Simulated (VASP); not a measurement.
Computed with G0W0 on PBE orbitals, VASP's PBE PAW potentials (set 64) (plane waves; VASP 6.6.1).

VASP input:

KPOINTS:
```
Automatic mesh
0
Gamma
6 6 6
0 0 0
```

POSCAR:
```
Si
1
    0.0000000000     2.7155000000     2.7155000000
    2.7155000000     0.0000000000     2.7155000000
    2.7155000000     2.7155000000     0.0000000000
Si
2
Direct
  0.0000000000   0.0000000000   0.0000000000
  0.2500000000   0.2500000000   0.2500000000
```

INCAR:
```
# general
SYSTEM     =Si
PREC       =Normal
ENCUT      =350
LREAL      =.FALSE.
LASPH      =.TRUE.
NBANDS     =128

# electronic loop
ALGO       =EVGW0

# smearing
ISMEAR     =0
SIGMA      =0.01

# functional
GGA        =PE

# output
LWAVE      =.TRUE.
LCHARG     =.FALSE.

# other
ENCUTGW    =180
NELMGW     =1
NOMEGA     =64
NBANDSGW   =14
LSPECTRALGW=.TRUE.
```

POTCAR, in this order: Si_GW (PBE.64 set). Program: vasp_std. Read from the step before: W*.

Output

OUTCAR:
```
 ion  position               nearest neighbor table
   1  0.000  0.000  0.000-   2 2.35   2 2.35   2 2.35   2 2.35
   2  0.250  0.250  0.250-   1 2.35   1 2.35   1 2.35   1 2.35
  LATTYP: Found a face centered cubic cell.
 ALAT       =     5.4310000000
 Subroutine PRICEL returns:
 Original cell was already a primitive cell.
 Subroutine GETGRP returns: Found 48 space group operations
The static configuration has the point symmetry T_d .
 The point group associated with its full space group is O_h .
The dynamic configuration has the point symmetry T_d .
 Subroutine INISYM returns: Found 48 space group operations
 Subroutine IBZKPT returns following result:
 Found     16 irreducible k-points:

 Following reciprocal coordinates:
            Coordinates               Weight
  0.000000  0.000000  0.000000      1.000000
  0.166667  0.000000  0.000000      8.000000
  0.333333  0.000000  0.000000      8.000000
  0.500000  0.000000  0.000000      4.000000
  0.166667  0.166667  0.000000      6.000000
  0.333333  0.166667  0.000000     24.000000
  0.500000  0.166667  0.000000     24.000000
 -0.333333  0.166667  0.000000     24.000000
 -0.166667  0.166667  0.000000     12.000000
  0.333333  0.333333  0.000000      6.000000
  0.500000  0.333333  0.000000     24.000000
 -0.333333  0.333333  0.000000     12.000000
  0.500000  0.500000  0.000000      3.000000
  0.500000  0.333333  0.166667     24.000000
 -0.333333  0.333333  0.166667     24.000000
 -0.333333  0.500000  0.166667     12.000000
 Subroutine IBZKPT_HF returns following result:
   k-points           NKPTS =     16   k-points in BZ     NKDIM =    216   number of bands    NBANDS=    128
   number of dos      NEDOS =    301   number of ions     NIONS =      2
   total plane-waves  NPLWV =   5832
   dimension x,y,z NGX =    18 NGY =   18 NGZ =   18
   dimension x,y,z NGXF=    36 NGYF=   36 NGZF=   36
   ions per type =               2
   PREC   = normal    normal or accurate (medium, high low for compatibility)
   ISTART =      1    job   : 0-new  1-cont  2-samecut
   ICHARG =      0    charge: 1-file 2-atom 10-const
   ISPIN  =      1    spin polarized calculation?
   LNONCOLLINEAR =      F non collinear calculations
   LSORBIT =      F    spin-orbit coupling
   INIWAV =      1    electr: 0-lowe 1-rand  2-diag
   ENCUT  =  350.0 eV  25.72 Ry    5.07 a.u.   5.86  5.86  5.86*2*pi/ulx,y,z
   NELM   =     60;   NELMIN=  2; NELMDL=  0     # of ELM steps
   EDIFF  = 0.1E-03   stopping-criterion for ELM
   LREAL  =      F    real-space projection
   NLSPLINE    = F    spline interpolate recip. space projectors
   LMAXMIX     =    2 max onsite mixed and CHGCAR
   VOSKOWN=      0    Vosko Wilk Nusair interpolation
   EDIFFG = 0.1E-02   stopping-criterion for IOM
   NSW    =      0    number of steps for IOM
   NBLOCK =      1;   KBLOCK =      1    inner block; outer block
   IBRION =     -1    ionic relax: 0-MD 1-quasi-New 2-CG
   NFREE  =      0    steps in history (QN), initial steepest desc. (CG)
   ISIF   =      0    stress and relaxation
   ISYM   =      3    0-nonsym 1-usesym 2-fastsym
   TEIN   =    0.0    initial temperature
   TEBEG  =    0.0;   TEEND  =   0.0 temperature during run
   SMASS  =  -3.00    Nose mass-parameter (am)
   PSTRESS=    0.0 pullay stress
   NELECT =       8.0000    total number of electrons
   EFERMI =   0.00;   METHOD = LEGACY
   ISMEAR =     0;   SIGMA  =   0.01  broadening in eV -4-tet -1-fermi 0-gaus
   IALGO  =     38    algorithm
   LDIAG  =      T    sub-space diagonalisation (order eigenvalues)
   IMIX   =      4    mixing-type and parameters
     AMIX     =   0.40;   BMIX     =  1.00
     AMIX_MAG =   1.60;   BMIX_MAG =  1.00
     AMIN     =   0.10
   GGA     = PE    functional components
...
```

OSZICAR:
```
energies w=
    0.000    0.000    0.308    0.000    0.616    0.000    0.922    0.000
    1.226    0.000    1.527    0.000    1.825    0.000    2.120    0.000
    2.411    0.000    2.698    0.000    2.981    0.000    3.260    0.000
    3.535    0.000    3.806    0.000    4.074    0.000    4.339    0.000
    4.601    0.000    4.861    0.000    5.119    0.000    5.376    0.000
    5.631    0.000    5.887    0.000    6.143    0.000    6.399    0.000
    6.658    0.000    6.918    0.000    7.182    0.000    7.449    0.000
    7.721    0.000    7.998    0.000    8.283    0.000    8.575    0.000
    8.875    0.000    9.186    0.000    9.509    0.000    9.845    0.000
   10.197    0.000   10.565    0.000   10.955    0.000   11.367    0.000
   11.805    0.000   12.273    0.000   12.776    0.000   13.319    0.000
   13.910    0.000   14.555    0.000   15.264    0.000   16.049    0.000
   16.926    0.000   17.912    0.000   19.031    0.000   20.315    0.000
   21.803    0.000   23.552    0.000   25.637    0.000   28.165    0.000
   31.296    0.000   35.271    0.000   40.483    0.000   47.606    0.000
   57.909    0.000   74.101    0.000  103.179    0.000  170.456    0.000
NQ=   1    0.0000    0.0000    0.0000,
 performed        271000 updates of chi_q(r,r)
NQ=   2    0.1667    0.0000    0.0000,
 performed        786000 updates of chi_q(r,r)
NQ=   3    0.3333    0.0000    0.0000,
 performed       1301000 updates of chi_q(r,r)
NQ=   4    0.5000    0.0000    0.0000,
 performed       1730000 updates of chi_q(r,r)
NQ=   5    0.1667    0.1667    0.0000,
 performed       2245000 updates of chi_q(r,r)
NQ=   6    0.3333    0.1667    0.0000,
 performed       3068000 updates of chi_q(r,r)
NQ=   7    0.5000    0.1667    0.0000,
 performed       3891000 updates of chi_q(r,r)
NQ=   8   -0.3333    0.1667    0.0000,
 performed       4714000 updates of chi_q(r,r)
NQ=   9   -0.1667    0.1667    0.0000,
 performed       5422000 updates of chi_q(r,r)
NQ=  10    0.3333    0.3333    0.0000,
 performed       5937000 updates of chi_q(r,r)
NQ=  11    0.5000    0.3333    0.0000,
 performed       6760000 updates of chi_q(r,r)
NQ=  12   -0.3333    0.3333    0.0000,
 performed       7468000 updates of chi_q(r,r)
NQ=  13    0.5000    0.5000    0.0000,
 performed       7847000 updates of chi_q(r,r)
NQ=  14    0.5000    0.3333    0.1667,
 performed       8778000 updates of chi_q(r,r)
NQ=  15   -0.3333    0.3333    0.1667,
 performed       9651000 updates of chi_q(r,r)
NQ=  16   -0.3333    0.5000    0.1667,
 performed      10363000 updates of chi_q(r,r)
 resolving degeneracies of screened two electron integrals
```

File OUTCAR:
```


 k-point   1 :       0.0000    0.0000    0.0000
  band No.  KS-energies  QP-energies   sigma(KS)   V_xc(KS)     V^pw_x(r,r')   Z            occupation Imag(sigma)

      1      -6.4936      -6.8689     -11.0450     -10.4579     -17.5158       0.6392       2.0000       1.1445
      2       5.4692       4.9618     -12.0782     -11.4086     -12.7273       0.7578       2.0000       0.0330
      3       5.4692       4.9618     -12.0782     -11.4086     -12.7273       0.7578       2.0000       0.0330
      4       5.4692       4.9618     -12.0782     -11.4086     -12.7273       0.7578       2.0000       0.0330
      5       8.0286       8.1520      -9.9451     -10.1089      -5.7302       0.7527       0.0000      -0.0637
      6       8.0286       8.1520      -9.9451     -10.1089      -5.7302       0.7527       0.0000      -0.0637
      7       8.0286       8.1520      -9.9451     -10.1089      -5.7302       0.7527       0.0000      -0.0637
      8       8.8274       9.0631     -10.7435     -11.0595      -6.0651       0.7460       0.0000      -0.0757
      9      13.1940      13.3575      -9.7876     -10.0090      -4.2255       0.7381       0.0000      -0.2298
     10      13.1940      13.3575      -9.7876     -10.0090      -4.2255       0.7381       0.0000      -0.2298
     11      13.4238      13.1860      -8.0998      -7.7883      -2.6824       0.7636       0.0000      -0.2786
     12      16.7195      16.5380      -8.6034      -8.3595      -2.2819       0.7445       0.0000      -0.5956
     13      16.7195      16.5380      -8.6034      -8.3595      -2.2819       0.7445       0.0000      -0.5956
     14      16.7195      16.5380      -8.6034      -8.3595      -2.2819       0.7445       0.0000      -0.5956

 k-point   2 :       0.1667    0.0000    0.0000
  band No.  KS-energies  QP-energies   sigma(KS)   V_xc(KS)     V^pw_x(r,r')   Z            occupation Imag(sigma)

      1      -6.1325      -6.5206     -11.0911     -10.4914     -17.3948       0.6471       2.0000       1.0942
      2       3.0866       2.5777     -11.6007     -10.9084     -13.1334       0.7351       2.0000       0.0641
      3       5.0183       4.5144     -11.8981     -11.2307     -12.6607       0.7550       2.0000       0.0359
      4       5.0183       4.5144     -11.8981     -11.2307     -12.6607       0.7550       2.0000       0.0359
      5       7.8163       7.9303     -10.0610     -10.2117      -5.8634       0.7564       0.0000      -0.0618
      6       8.6772       8.7962     -10.0984     -10.2579      -5.6707       0.7464       0.0000      -0.0739
      7       8.6772       8.7962     -10.0984     -10.2579      -5.6707       0.7464       0.0000      -0.0739
      8      10.9182      11.0667     -10.7288     -10.9315      -5.5631       0.7327       0.0000      -0.1359
      9      12.5612      12.6566      -9.4561      -9.5844      -4.0325       0.7436       0.0000      -0.2155
     10      12.5612      12.6566      -9.4561      -9.5844      -4.0325       0.7436       0.0000      -0.2155
     11      14.5543      14.3542      -8.3586      -8.0946      -2.6254       0.7575       0.0000      -0.3626
     12      16.1261      15.9394      -8.4092      -8.1601      -2.3549       0.7492       0.0000      -0.4865
     13      18.6002      18.4819      -9.1080      -8.9468      -2.4109       0.7338       0.0000      -0.7480
     14      18.6002      18.4819      -9.1080      -8.9468      -2.4109       0.7338       0.0000      -0.7480

 k-point   3 :       0.3333    0.0000    0.0000
  band No.  KS-energies  QP-energies   sigma(KS)   V_xc(KS)     V^pw_x(r,r')   Z            occupation Imag(sigma)

      1      -5.1171      -5.5315     -11.2411     -10.6171     -17.0762       0.6640       2.0000       0.9474
      2       0.1328      -0.3602     -11.2494     -10.5432     -14.3971       0.6981       2.0000       0.2207
      3       4.4678       3.9425     -11.8524     -11.1515     -12.8885       0.7495       2.0000       0.0422
      4       4.4678       3.9425     -11.8524     -11.1515     -12.8885       0.7495       2.0000       0.0422
      5       7.2278       7.3229     -10.0232     -10.1480      -5.9897       0.7614       0.0000      -0.0561
      6       8.9741       9.0944      -9.7477      -9.9086      -5.1707       0.7481       0.0000      -0.0800
      7       8.9741       9.0944      -9.7477      -9.9086      -5.1707       0.7481       0.0000      -0.0800
      8      13.3358      13.2349      -9.0817      -8.9448      -3.2114       0.7366       0.0000      -0.3002
      9      13.4588      13.5132      -9.7523      -9.8260      -3.9436       0.7382       0.0000      -0.3129
     10      13.4588      13.5132      -9.7523      -9.8260      -3.9436       0.7382       0.0000      -0.3129
     11      14.5869      14.5380      -9.3435      -9.2783      -3.4722       0.7492       0.0000      -0.3627
     12      19.0827      18.9817      -9.4742      -9.3332      -2.6891       0.7161       0.0000      -0.6947
     13      20.0811      20.0811     -10.3623     -10.3623      -2.9582       0.7184       0.0000      -0.9968
     14      20.0811      20.0811     -10.3623     -10.3623      -2.9582       0.7184       0.0000      -0.9968

 k-point   4 :       0.5000    0.0000    0.0000
  band No.  KS-energies  QP-energies   sigma(KS)   V_xc(KS)     V^pw_x(r,r')   Z            occupation Imag(sigma)

      1      -4.1627      -4.5887     -11.4837     -10.8541     -16.8867       0.6767       2.0000       0.8103
      2      -1.5025      -1.9733     -10.9161     -10.2354     -14.9334       0.6917       2.0000       0.4098
      3       4.2696       3.7335     -11.8645     -11.1472     -13.0111       0.7474       2.0000       0.0448
      4       4.2696       3.7335     -11.8645     -11.1472     -13.0111       0.7474       2.0000       0.0448
      5       7.0026       7.0925     -10.0263     -10.1441      -6.0529       0.7629       0.0000      -0.0542
      6       8.8074       8.9220      -9.5417      -9.6942      -5.0117       0.7517       0.0000      -0.0770
      7       8.8074       8.9220      -9.5417      -9.6942      -5.0117       0.7517       0.0000      -0.0770
      8      13.1971      12.9702      -8.0931      -7.7903      -2.4157       0.7491       0.0000      -0.2871
      9      16.0295      16.0658     -10.1195     -10.1690      -3.6337       0.7316       0.0000      -0.5530
     10      16.0295      16.0658     -10.1195     -10.1690      -3.6337       0.7316       0.0000      -0.5530
     11      16.8126      16.8415     -10.0628     -10.1024      -3.3725       0.7313       0.0000      -0.6308
     12      16.8126      16.8415     -10.0628     -10.1024      -3.3725       0.7313       0.0000      -0.6308
     13      16.8249      16.8063      -9.9474      -9.9220      -3.5307       0.7300       0.0000      -0.5123
     14      18.4807      18.5360     -10.5375     -10.6157      -3.3380       0.7068       0.0000      -0.7332

 k-point   5 :       0.1667    0.1667    0.0000
  band No.  KS-energies  QP-energies   sigma(KS)   V_xc(KS)     V^pw_x(r,r')   Z            occupation Imag(sigma)

      1      -6.0096      -6.4040     -11.1053     -10.5010     -17.3512       0.6528       2.0000       1.0791
      2       3.4295       2.9368     -11.9738     -11.3055     -13.3653       0.7374       2.0000       0.0577
      3       4.2751       3.7619     -11.6207     -10.9352     -12.6416       0.7487       2.0000       0.0432
      4       4.2751       3.7619     -11.6207     -10.9352     -12.6416       0.7487       2.0000       0.0432
      5       7.1708       7.2251      -9.5737      -9.6450      -5.6228       0.7620       0.0000      -0.0555
      6       9.7674       9.8844      -9.8489     -10.0060      -5.0245       0.7450       0.0000      -0.0960
      7       9.8129       9.9290     -10.4234     -10.5806      -5.6319       0.7378       0.0000      -0.1022
      8       9.8129       9.9290     -10.4234     -10.5806      -5.6319       0.7378       0.0000      -0.1022
      9      12.0831      12.2116     -10.0722     -10.2454      -4.7321       0.7418       0.0000      -0.1893
     10      13.7354      13.8873      -9.8133     -10.0181      -4.0871       0.7419       0.0000      -0.2884
     11      15.2255      15.0499      -8.5097      -8.2777      -2.6887       0.7570       0.0000      -0.3932
     12      17.5521      17.3836      -8.7371      -8.5095      -2.2527       0.7406       0.0000      -0.6627
     13      17.5521      17.3836      -8.7371      -8.5095      -2.2527       0.7406       0.0000      -0.6627
     14      18.1368      17.9706      -8.6406      -8.4156      -2.3044       0.7388       0.0000      -0.5945

 k-point   6 :       0.3333    0.1667    0.0000
  band No.  KS-energies  QP-energies   sigma(KS)   V_xc(KS)     V^pw_x(r,r')   Z            occupation Imag(sigma)

      1      -5.1944      -5.6074     -11.2089     -10.5879     -17.0806       0.6650       2.0000       0.9598
      2       1.0308       0.5324     -11.5919     -10.8857     -14.2686       0.7059       2.0000       0.1512
      3       3.4749       2.9641     -11.4364     -10.7475     -12.7006       0.7415       2.0000       0.0531
      4       3.7219       3.1860     -11.5770     -10.8559     -12.8820       0.7431       2.0000       0.0512
      5       7.4317       7.4673      -9.6123      -9.6589      -5.5971       0.7619       0.0000      -0.0579
      6       9.5330       9.6443      -9.7475      -9.8972      -4.8934       0.7433       0.0000      -0.0980
      7       9.9929      10.0512      -9.9198      -9.9981      -5.1617       0.7449       0.0000      -0.1036
      8      10.5435      10.6621     -10.2133     -10.3746      -5.1306       0.7347       0.0000      -0.1305
      9      14.5455      14.6354      -9.8941     -10.0154      -3.8525       0.7417       0.0000      -0.3994
     10      14.6063      14.7388     -10.6218     -10.8034      -4.3946       0.7299       0.0000      -0.3938
     11      15.8956      15.7318      -8.5893      -8.3695      -2.5096       0.7458       0.0000      -0.4637
     12      18.3579      18.2076      -8.9346      -8.7287      -2.4803       0.7299       0.0000      -0.6094
     13      19.2065      19.1640      -9.9526      -9.8934      -2.7598       0.7183       0.0000      -0.8833
     14      20.7614      20.6986      -9.9802      -9.8923      -2.6694       0.7148       0.0000      -1.0068

...
```
(Selected blocks of OUTCAR.)

The mesh is coarse and the basis finite, so the quasiparticle values are not converged.

The compound is Si in the diamond structure. The cell was not relaxed at this level.
